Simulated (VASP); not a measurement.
Energy against volume of LiF (rock salt). All values below come from rev-vdW-DF2, VASP's PBE PAW potentials (set 64) (plane waves; VASP). Run with 520 eV cut-off, 11×11×11 Γ-centred mesh, Gaussian smearing of 0.050 eV, potentials Li_sv F.

```json
[
 {"V (Å³/atom)": "7.690", "E (eV/atom)": "-3.69547"},
 {"V (Å³/atom)": "7.936", "E (eV/atom)": "-3.70168"},
 {"V (Å³/atom)": "8.181", "E (eV/atom)": "-3.70401"},
 {"V (Å³/atom)": "8.427", "E (eV/atom)": "-3.70303"}
]
```

Task: Fit these four points and predict the energy of the run at 8.672 Å³/atom.

Result: A cubic in V^(−2/3), the third-order Birch-Murnaghan form, passes through the four points with V0 = 8.23 Å³/atom and B0 = 70 GPa, and gives -3.6992 eV/atom there. The run gave -3.6992 eV/atom, +0.0 meV/atom from the fit; all five points give B0 = 70 GPa.

The compound is LiF in the rock salt structure. It was relaxed first.
